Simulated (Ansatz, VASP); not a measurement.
# One calculation of InTe2Cl, two programs

```
CELL_PARAMETERS angstrom
2.18253 3.78025 0.00000
-2.18253 3.78025 0.00000
0.00000 -2.52017 7.26982
ATOMIC_POSITIONS crystal
Te 0.25972 0.25972 0.77915
Te 0.74028 0.74028 0.22085
Cl 0.50000 0.50000 0.50000
In 0.00000 0.00000 0.00000
```

Alike in both runs: functional PBE; k mesh 7 × 7 × 7; occupations fermi-dirac, width 0.0602 eV; no spin polarisation.

Ansatz relaxed the structure, and its values are those at the end. VASP's run is a single point on that final structure, the one shown.

|  | VASP | Ansatz |
| --- | --- | --- |
| version | VASP 6.6.1 | Ansatz 0.2.0 |
| potentials or method | VASP PAW PBE potentials, release 64 (Te, Cl, In_d) | PAW plane waves |
| plane-wave cutoff (eV) | 520 | 420 |
| valence electrons in the cell | 32 | 52 |

```tsv
	VASP	Ansatz	Ansatz less VASP
pressure (GPa)	-0.1	0.0	+0.03
```

The two sets of potentials don't hold the same shells in valence. Ansatz warned: «structure_snapped_to_symmetry».

The runs have no spin-orbit coupling, so splittings on Te are missing.
